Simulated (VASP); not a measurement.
Data:

```xyz
2
Lattice="0.0000 3.6469 3.6469 3.6469 0.0000 3.6469 3.6469 3.6469 0.0000" Properties=species:S:1:pos:R:3 pbc="T T T"
K      0.0000     0.0000     0.0000
I      3.6469     3.6469     3.6469
```

Calculation: AM05 GGA, VASP's PBE PAW potentials (set 64) (plane waves; VASP). Run with 520 eV cut-off, 7×7×7 Γ-centred mesh, Gaussian smearing of 0.050 eV, potentials K_sv I.

Unless said otherwise, spin-orbit coupling is left out, though it shifts the bands of the heavy elements here.

Question: What does the run give for the energy per atom (σ→0), band gap (on the k-mesh) with the smallest direct gap where there is one?

Answer: 
| Quantity | Value |
|---|---|
| band gap (on the k-mesh) | 3.83 eV |
| smallest direct gap (on the k-mesh) | 3.83 eV |
| energy per atom (σ→0) | -2.733 eV/atom |

Total energies compare only between runs with the same potentials, cut-off and functional.

The compound is KI in the rock salt structure. This cell is one point of a volume scan, at 1.06 of the reference volume.
